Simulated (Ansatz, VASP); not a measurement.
# Cross-check of TePtSe (1T-PtSeTe monolayer) between VASP and Ansatz, part 2 of 2

Aim: how closely do two programs agree when they are given the same cell, functional and k mesh? The structure shown is the start of the Ansatz relaxation below; VASP solves that cell, so the two are compared at the walk's first step.

VASP 6.6.1 and Ansatz 0.2.0.

So far: Set-up; Ansatz: relaxation, LDA.

### 3. VASP: single point, LDA, start cell

Level of this step: LDA; plane waves and PAW (Te, Pt, Se) (VASP).

The same cell, functional (in two slightly different forms), mesh and smearing now go to VASP, with its own data sets.

Lines of VASP's logs that name or quote its potential files are left out, and so is its time.

Input file INCAR:

```
SYSTEM = TePtSe
PREC = Accurate
ENCUT = 400
EDIFF = 1E-06
NELM = 120
ISMEAR = -1
SIGMA = 0.05
LREAL = .FALSE.
ALGO = Normal
GGA = CA
NBANDS = 17
LASPH = .TRUE.
LORBIT = 11
LWAVE = .FALSE.
LCHARG = .FALSE.
ISIF = 2
LDIPOL = .TRUE.
IDIPOL = 3
DIPOL = 0.5 0.5 0.502
LVHAR = .TRUE.
GGA_COMPAT = .FALSE.
EFERMI = MIDGAP
NELMDL = -8
KPAR = 2
```

Input file POSCAR:

```
TePtSe
1.0
    3.8850000000      0.0000000000      0.0000000000
   -1.9425000000      3.3645090000      0.0000000000
    0.0000000000      0.0000000000     35.6323250000
Te Pt Se
1 1 1
Direct
    0.6666666667      0.3333333333      0.4672723433
    0.0000000000      0.0000000000      0.5054884013
    0.3333333333      0.6666666667      0.5327276567
```

Input file KPOINTS:

```
Automatic mesh
0
Gamma
12 12 1
0 0 0
```

The projector-augmented-wave data sets are Te, Pt and Se (LDA family, release 64).

Started as:

```bash
$ mpirun -np 2 vasp_std
```

Numbers of over 12 decimals in the logs are rounded to 6 here.

The log of the run:

```text
[banner, memory and clock lines left out]
running    2 mpi-ranks, on    1 nodes
 distrk:  each k-point on    1 cores,    2 groups
 distr:  one band on    1 cores,    1 groups

 POSCAR found type information on POSCAR TePtSe
 POSCAR found :  3 types and       3 ions
 LDA part: xc-table for (Slater(with rela. corr.)+CA(PZ))
 , standard interpolation
 POSCAR, INCAR and KPOINTS ok, starting setup
 FFT: planning ... GRIDC
 FFT: planning ... GRID_SOFT
 FFT: planning ... GRID
 WAVECAR not read
 entering main loop
       N       E                     dE             d eps       ncg     rms          rms(c)
DAV:   1     0.170130507458E+03    0.17013E+03   -0.55100E+03   646   0.703E+02
DAV:   2     0.461156626305E+01   -0.16552E+03   -0.15560E+03  1152   0.137E+02
DAV:   3    -0.163807244147E+02   -0.20992E+02   -0.20764E+02   855   0.669E+01
DAV:   4    -0.167270031634E+02   -0.34628E+00   -0.34581E+00   855   0.105E+01
DAV:   5    -0.167346424312E+02   -0.76393E-02   -0.76384E-02  1026   0.149E+00
DAV:   6    -0.167347026926E+02   -0.60261E-04   -0.60261E-04   919   0.117E-01
DAV:   7    -0.167347041162E+02   -0.14236E-05   -0.14236E-05  1075   0.167E-02
DAV:   8    -0.167347041294E+02   -0.13225E-07   -0.13289E-07   689   0.158E-03    0.146E+01
DAV:   9    -0.161135376611E+02    0.62117E+00   -0.38271E+00   860   0.168E+01    0.892E+00
DAV:  10    -0.160420987952E+02    0.71439E-01   -0.12660E+00   852   0.105E+01    0.319E+00
DAV:  11    -0.159556446619E+02    0.86454E-01   -0.21494E-01   799   0.448E+00    0.580E-01
DAV:  12    -0.159540200790E+02    0.16246E-02   -0.31558E-02   900   0.118E+00    0.239E-01
DAV:  13    -0.159540843916E+02   -0.64313E-04   -0.12348E-03   841   0.235E-01    0.200E-01
DAV:  14    -0.159541423885E+02   -0.57997E-04   -0.60267E-04   843   0.122E-01    0.455E-02
DAV:  15    -0.159541781161E+02   -0.35728E-04   -0.75801E-05   875   0.487E-02    0.288E-02
DAV:  16    -0.159542088095E+02   -0.30693E-04   -0.12449E-05   774   0.186E-02    0.186E-02
DAV:  17    -0.159542349503E+02   -0.26141E-04   -0.61279E-06   817   0.154E-02    0.113E-02
DAV:  18    -0.159542630160E+02   -0.28066E-04   -0.29415E-06   652   0.781E-03    0.318E-03
DAV:  19    -0.159542824228E+02   -0.19407E-04   -0.11195E-06   689   0.430E-03    0.133E-03
DAV:  20    -0.159543049429E+02   -0.22520E-04   -0.23688E-06   634   0.411E-03    0.240E-03
DAV:  21    -0.159543096587E+02   -0.47158E-05   -0.16854E-07   714   0.140E-03    0.132E-03
DAV:  22    -0.159543152055E+02   -0.55467E-05   -0.35917E-07   634   0.204E-03    0.913E-04
DAV:  23    -0.159543161876E+02   -0.98216E-06   -0.21898E-08   731   0.761E-04
   1 F= -.15954316E+02 E0= -.15954108E+02  d E =-.415691E-03
```

OUTCAR, selected parts (step 3):

```text
ion  position               nearest neighbor table
   1  0.667  0.333  0.467-   2 2.62   2 2.62   2 2.62   3 3.24   3 3.24   3 3.24
   2  0.000  0.000  0.505-   3 2.44   3 2.44   3 2.44   1 2.62   1 2.62   1 2.62
   3  0.333  0.667  0.533-   2 2.44   2 2.44   2 2.44   1 3.24   1 3.24   1 3.24

  LATTYP: Found a hexagonal cell.
 ALAT       =     3.8850000000
 C/A-ratio  =     9.1717696268

 Subroutine GETGRP returns: Found  6 space group operations
 (whereof  6 operations were pure point group operations)

The static configuration has the point symmetry C_3v.

 Found     19 irreducible k-points:

   k-points           NKPTS =     19   k-points in BZ     NKDIM =     19   number of bands    NBANDS=     17

   dimension x,y,z NGX =    28 NGY =   28 NGZ =  240
   dimension x,y,z NGXF=    56 NGYF=   56 NGZF=  480

   ENCUT  =  400.0 eV  29.40 Ry    5.42 a.u.   6.34  6.34 58.11*2*pi/ulx,y,z

   NELECT =      22.0000    total number of electrons

 k-points in reciprocal lattice and weights: Automatic mesh
   0.00000000  0.00000000  0.00000000       0.007
   0.08333333 -0.00000000  0.00000000       0.042
   0.16666667 -0.00000000  0.00000000       0.042
   0.25000000 -0.00000000  0.00000000       0.042
   0.33333333 -0.00000000  0.00000000       0.042
   0.41666667 -0.00000000  0.00000000       0.042
   0.50000000 -0.00000000  0.00000000       0.021
   0.08333333  0.08333333  0.00000000       0.042
   0.16666667  0.08333333  0.00000000       0.083
[...]
0.33333333  0.25000000  0.00000000       0.083
   0.33333333  0.33333333  0.00000000       0.014

 dipolmoment           0.000000      0.000000      0.062931 electrons x Angstroem

 average (electrostatic) potential at core
       1 -98.9364       2 -78.2153       3 -68.1472

 E-fermi :  -3.0268

 k-point     1 :       0.0000    0.0000    0.0000
  band No.  band energies     occupation
    ...
      7      -7.1823      2.00000
      8      -5.3257      2.00000
      9      -4.0347      2.00000
     10      -3.8423      2.00000
     11      -3.8423      2.00000
     12      -0.8047      0.00000
     13      -0.8047      0.00000
     14       0.0469      0.00000
     15       1.2526      0.00000
     16       1.3541      0.00000
    ...

 k-point     2 :       0.0833   -0.0000    0.0000
  band No.  band energies     occupation
    ...
      7      -7.2329      2.00000
      8      -5.4411      2.00000
      9      -4.2799      2.00000
     10      -3.9086      2.00000
     11      -3.7410      2.00000
     12      -1.3375      0.00000
     13      -0.9360      0.00000
     14       0.3568      0.00000
     15       1.4347      0.00000
     16       1.5435      0.00000
    ...

 k-point     3 :       0.1667   -0.0000    0.0000
  band No.  band energies     occupation
    ...
      7      -7.3514      2.00000
      8      -5.8898      2.00000
      9      -4.5570      2.00000
     10      -4.1658      2.00000
     11      -3.5281      1.99991
     12      -2.2461      0.00000
     13      -1.1314      0.00000
     14       0.8331      0.00000
     15       1.4713      0.00000
     16       1.8249      0.00000
    ...

  Total        2.4106819      2.4106824      3.0340310      0.0000000      0.0000000      0.0000000
  in kB        8.2926553      8.2926569     10.4369528      0.0000000      0.0000000      0.0000000
  external PRESSURE =       9.0074217 kB  Pullay stress =       0.0000000 kB

  energy-cutoff  :      400.00
  volume of cell :      465.75
      direct lattice vectors                 reciprocal lattice vectors
     3.885000000  0.000000000  0.000000000     0.257400257  0.148610094  0.000000000
    -1.942500000  3.364509000  0.000000000     0.000000000  0.297220189  0.000000000
     0.000000000  0.000000000 35.632325000     0.000000000  0.000000000  0.028064405

 POSITION                                       TOTAL-FORCE (eV/Angst)
 -----------------------------------------------------------------------------------
      1.94250      1.12150     16.65000        -0.000000     -0.000000     -0.453689
      0.00000      0.00000     18.01173         0.000000      0.000000     -2.056725
     -0.00000      2.24301     18.98233        -0.000000     -0.000000      2.510414
 -----------------------------------------------------------------------------------
    total drift:                               -0.000000     -0.000001      0.000049

  FREE ENERGIE OF THE ION-ELECTRON SYSTEM (eV)
  ---------------------------------------------------
  free  energy   TOTEN  =       -15.9543161876 eV

  energy  without entropy=      -15.9539004962  energy(sigma->0) =      -15.95410834

 vacuum level on the upper side and lower side of the slab         2.236         1.364

 total charge
# of ion       s       p       d       tot
------------------------------------------
    1        1.400   1.932   0.070   3.403
    2        0.711   0.771   8.125   9.607
    3        1.478   2.287   0.083   3.847
--------------------------------------------------
tot          3.588   4.990   8.279  16.857

[... 3 further parts left out ...]
```

### 4. Comparison

Known differences besides the potentials themselves: the two LDA forms differ slightly; Ansatz cuts the interaction across the vacuum, VASP repeats the sheet with a dipole correction; the data sets hold 50 valence electrons in Ansatz (on its default PAW (the set named soft_2) files) and 22 in VASP; the cutoff is 420 eV in Ansatz and 400 eV in VASP; VASP's log shows a relativistic correction to its local exchange, Ansatz's none. Total energies have different zeros and are not compared.

Forces (eV/Å; atoms numbered as in POSCAR):

| atom | Ansatz x, y, z | VASP x, y, z |
| --- | --- | --- |
| Te1 | 0.000, 0.000, -0.419 | 0.000, 0.000, -0.454 |
| Pt2 | 0.000, 0.000, -2.049 | 0.000, 0.000, -2.057 |
| Se3 | 0.000, 0.000, 2.468 | 0.000, 0.000, 2.510 |

The forces differ by 18 meV/Å r.m.s., which is 1.7 % of the r.m.s. force of 1.092 eV/Å (both taken over all components). With vacuum in the cell, a pressure given here is an average over mostly empty space and none of the material.

### 5. Results

```json
{
 "r.m.s. force difference (single point, LDA, start cell)": "1.7 % of the r.m.s. force"
}
```

The r.m.s. force difference is 1.7 % of the r.m.s. force (single point, LDA, start cell), within the 3 % picked in this series as the mark of a large difference. The data sets hold unlike numbers of valence electrons (50 in Ansatz and 22 in VASP), so part of the differences comes from the potentials. 1 further run of this series is not shown here. How closely two codes agree says nothing of how well the functional describes the real material.

[Lines on the potential files, build, host, timing and source positions are cut from VASP's logs without a mark.]

[Logs are printed without paths, hosts, clocks, repeated set-up lines and the standing remarks that a program may print on its own settings, such as how far it seeks lower states.]

[Hosts, paths, dates, database ids (printed as entryN), source tags and the programs' standing remarks are cut or masked in the printed files.]
